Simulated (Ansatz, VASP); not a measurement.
# BiB2: VASP beside Ansatz

```
CELL_PARAMETERS angstrom
3.18843 0.00000 0.00000
-1.59422 2.76126 0.00000
0.00000 0.00000 34.91132
ATOMIC_POSITIONS crystal
B 0.33333 0.66667 0.18542
B 0.66667 0.33333 0.18542
B 0.66667 0.33333 0.31232
B 0.33333 0.66667 0.31232
Bi 0.00000 0.00000 0.24586
Bi 0.00000 0.00000 0.37349
```

Alike in both runs: functional PBE; dispersion D3(BJ); k mesh 6 × 6 × 1; occupations gaussian, width 0.1 eV; no spin polarisation.

Ansatz relaxed the structure, and its values are those at the end. VASP's run is a single point on that final structure, the one shown.

|  | VASP | Ansatz |
| --- | --- | --- |
| version | VASP 6.6.1 | Ansatz 0.2.0 |
| potentials or method | VASP PAW PBE potentials, release 64 (B, Bi_d) | scalar-relativistic, plane waves, PAW |
| plane-wave cutoff (eV) | 520 | 420 |
| valence electrons in the cell | 42 | 42 |

VASP gave:

* gap on the k mesh at the Fermi level (eV): none
* rms of the force components (eV/Å): 0.011

**Question.** Estimate Ansatz's values.

**Answer.** gap on the k mesh at the Fermi level (eV): none; rms of the force components (eV/Å): 0.008.

A gap of «none» marks a metal or a gap that the smearing closes. Ansatz warned: «slab_cell_height_set».

Caveats: the k mesh is coarse (spacing up to 0.38 Å⁻¹), so the values aren't converged; spin-orbit coupling is left out, which moves the levels of the heavy elements.
